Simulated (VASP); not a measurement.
Method: AM05 GGA, VASP's PBE PAW potentials (set 64) (plane waves; VASP).

A VASP calculation is set up with these files.

INCAR:
```
! general
SYSTEM   =  La
PREC     =  Accurate
ENCUT    =  400
LREAL    =  .FALSE.   ! projection in real space or not
LASPH    =  .TRUE.

! electronic loop
EDIFF    =  1E-6
NELM     =  100
ALGO     =  Normal   ! blocked Davidson
LMAXMIX  =  6   ! l cut-off of mixed one-centre charges

! smearing
ISMEAR   =  1   ! Methfessel-Paxton
SIGMA    =  0.1

! functional
GGA      =  AM   ! AM05

! ions
ISIF     =  2   ! forces and stress, cell fixed

! output
LWAVE    =  .FALSE.
LCHARG   =  .FALSE.
```

POSCAR:
```
La
1
    1.8850000000    -3.2649160000     0.0000000000
    1.8850000000     3.2649160000     0.0000000000
    0.0000000000     0.0000000000    12.1600000000
La
4
Direct
  0.0000000000   0.0000000000   0.5000000000
  0.0000000000   0.0000000000   0.0000000000
  0.3333330000   0.6666670000   0.2500000000
  0.6666670000   0.3333330000   0.7500000000
```

KPOINTS:
```
Automatic mesh
0
Gamma
9 9 3
0 0 0
```

POTCAR, in this order: La (PBE.64 set). Program: vasp_std.

Output of the run:

File OUTCAR:
```
 ion  position               nearest neighbor table
   1  0.000  0.000  0.500-
   2  0.000  0.000  0.000-
   3  0.333  0.667  0.250-
   4  0.667  0.333  0.750-
  LATTYP: Found a hexagonal cell.
 ALAT       =     3.7700001972
 C/A-ratio  =     3.2254640222
 Subroutine PRICEL returns:
 Original cell was already a primitive cell.
 Subroutine GETGRP returns: Found 24 space group operations
The static configuration has the point symmetry D_3d.
 The point group associated with its full space group is D_6h.
The dynamic configuration has the point symmetry D_3d.
 Subroutine INISYM returns: Found 24 space group operations
 Subroutine IBZKPT returns following result:
 Found     24 irreducible k-points:

 Following reciprocal coordinates:
            Coordinates               Weight
  0.000000  0.000000  0.000000      1.000000
  0.111111 -0.000000  0.000000      6.000000
  0.222222  0.000000  0.000000      6.000000
  0.333333  0.000000  0.000000      6.000000
  0.444444  0.000000  0.000000      6.000000
  0.111111  0.111111  0.000000      6.000000
  0.222222  0.111111  0.000000     12.000000
  0.333333  0.111111  0.000000     12.000000
  0.444444  0.111111  0.000000      6.000000
  0.222222  0.222222  0.000000      6.000000
  0.333333  0.222222  0.000000     12.000000
  0.333333  0.333333  0.000000      2.000000
  0.000000  0.000000  0.333333      2.000000
  0.111111 -0.000000  0.333333     12.000000
  0.222222  0.000000  0.333333     12.000000
  0.333333  0.000000  0.333333     12.000000
  0.444444  0.000000  0.333333     12.000000
  0.111111  0.111111  0.333333     12.000000
  0.222222  0.111111  0.333333     24.000000
  0.333333  0.111111  0.333333     24.000000
  0.444444  0.111111  0.333333     12.000000
  0.222222  0.222222  0.333333     12.000000
  0.333333  0.222222  0.333333     24.000000
  0.333333  0.333333  0.333333      4.000000
   k-points           NKPTS =     24   k-points in BZ     NKDIM =     24   number of bands    NBANDS=     26
   number of dos      NEDOS =    301   number of ions     NIONS =      4
   total plane-waves  NPLWV =  62720
   dimension x,y,z NGX =    28 NGY =   28 NGZ =   80
   dimension x,y,z NGXF=    56 NGYF=   56 NGZF=  160
   ions per type =               4
   PREC   = accura    normal or accurate (medium, high low for compatibility)
   ISTART =      0    job   : 0-new  1-cont  2-samecut
   ICHARG =      2    charge: 1-file 2-atom 10-const
   ISPIN  =      1    spin polarized calculation?
   LNONCOLLINEAR =      F non collinear calculations
   LSORBIT =      F    spin-orbit coupling
   INIWAV =      1    electr: 0-lowe 1-rand  2-diag
   ENCUT  =  400.0 eV  29.40 Ry    5.42 a.u.   6.15  6.15 19.83*2*pi/ulx,y,z
   NELM   =    100;   NELMIN=  2; NELMDL= -5     # of ELM steps
   EDIFF  = 0.1E-05   stopping-criterion for ELM
   LREAL  =      F    real-space projection
   NLSPLINE    = F    spline interpolate recip. space projectors
   LMAXMIX     =    6 max onsite mixed and CHGCAR
   VOSKOWN=      0    Vosko Wilk Nusair interpolation
   EDIFFG = 0.1E-04   stopping-criterion for IOM
   NSW    =      0    number of steps for IOM
   NBLOCK =      1;   KBLOCK =      1    inner block; outer block
   IBRION =     -1    ionic relax: 0-MD 1-quasi-New 2-CG
   NFREE  =      0    steps in history (QN), initial steepest desc. (CG)
   ISIF   =      2    stress and relaxation
   ISYM   =      2    0-nonsym 1-usesym 2-fastsym
   TEIN   =    0.0    initial temperature
   TEBEG  =    0.0;   TEEND  =   0.0 temperature during run
   SMASS  =  -3.00    Nose mass-parameter (am)
   PSTRESS=    0.0 pullay stress
...
```

OSZICAR:
```
       N       E                     dE             d eps       ncg     rms          rms(c)
DAV:   1     0.534310747070E+03    0.53431E+03   -0.12847E+04  1256   0.185E+03
DAV:   2     0.960263004702E+02   -0.43828E+03   -0.43374E+03  1912   0.434E+02
DAV:   3    -0.589773860610E+01   -0.10192E+03   -0.10114E+03  2232   0.258E+02
DAV:   4    -0.182792549485E+02   -0.12382E+02   -0.12127E+02  2312   0.880E+01
DAV:   5    -0.201199718585E+02   -0.18407E+01   -0.18028E+01  2464   0.312E+01    0.418E+00
DAV:   6    -0.203006465115E+02   -0.18067E+00   -0.24592E+00  2432   0.111E+01    0.207E+00
DAV:   7    -0.202952747308E+02    0.53718E-02   -0.33767E-01  2464   0.366E+00    0.621E-01
DAV:   8    -0.202974821424E+02   -0.22074E-02   -0.56674E-02  2472   0.140E+00    0.218E-01
DAV:   9    -0.202983889554E+02   -0.90681E-03   -0.10928E-02  2416   0.616E-01    0.181E-01
DAV:  10    -0.202988892230E+02   -0.50027E-03   -0.32457E-03  2224   0.360E-01    0.538E-02
DAV:  11    -0.202989665651E+02   -0.77342E-04   -0.43932E-04  2368   0.108E-01    0.419E-02
DAV:  12    -0.202990035236E+02   -0.36958E-04   -0.23089E-04  2136   0.108E-01    0.102E-02
DAV:  13    -0.202990090701E+02   -0.55465E-05   -0.43402E-05  1920   0.387E-02    0.911E-03
DAV:  14    -0.202990079943E+02    0.10758E-05   -0.67171E-06  1480   0.216E-02    0.341E-03
DAV:  15    -0.202990051740E+02    0.28203E-05   -0.31613E-06  1312   0.183E-02    0.239E-03
DAV:  16    -0.202990056494E+02   -0.47549E-06   -0.79292E-07  1224   0.150E-02
   1 F= -.20299006E+02 E0= -.20299229E+02  d E =0.668961E-03
```

**OUTCAR**
```
------------------------ aborting loop because EDIFF is reached ----------------------------------------
  FORCE on cell =-STRESS in cart. coord.  units (eV):
  Direction    XX          YY          ZZ          XY          YZ          ZX
  --------------------------------------------------------------------------------------
  Total       -1.5720967     -1.5720969     -1.8844944      0.0000000      0.0000000      0.0000000
  in kB      -16.8284030    -16.8284054    -20.1724428      0.0000000      0.0000000      0.0000000
  external PRESSURE =     -17.9430837 kB  Pullay stress =       0.0000000 kB
  volume of cell :      149.67
      direct lattice vectors                 reciprocal lattice vectors
     1.885000000 -3.264916000  0.000000000     0.265251989 -0.153143297  0.000000000
     1.885000000  3.264916000  0.000000000     0.265251989  0.153143297  0.000000000
     0.000000000  0.000000000 12.160000000     0.000000000  0.000000000  0.082236842
 POSITION                                       TOTAL-FORCE (eV/Angst)
 -----------------------------------------------------------------------------------
      0.00000      0.00000      6.08000         0.000000      0.000000      0.000000
      0.00000      0.00000      0.00000         0.000000      0.000000      0.000000
      1.88500      1.08831      3.04000        -0.000000     -0.000000      0.000000
      1.88500     -1.08831      9.12000         0.000000      0.000000     -0.000000
 -----------------------------------------------------------------------------------
    total drift:                                0.000000      0.000000      0.000000
  FREE ENERGIE OF THE ION-ELECTRON SYSTEM (eV)
  ---------------------------------------------------
  free  energy   TOTEN  =       -20.2990056494 eV

  energy  without entropy=      -20.2996746105  energy(sigma->0) =      -20.29922864
```
(Selected blocks of OUTCAR.)

The compound is La in the dhcp structure. The cell was not relaxed at this level. The run is one of a series of settings (GGA = AM against the base run), some of them coarse on purpose.
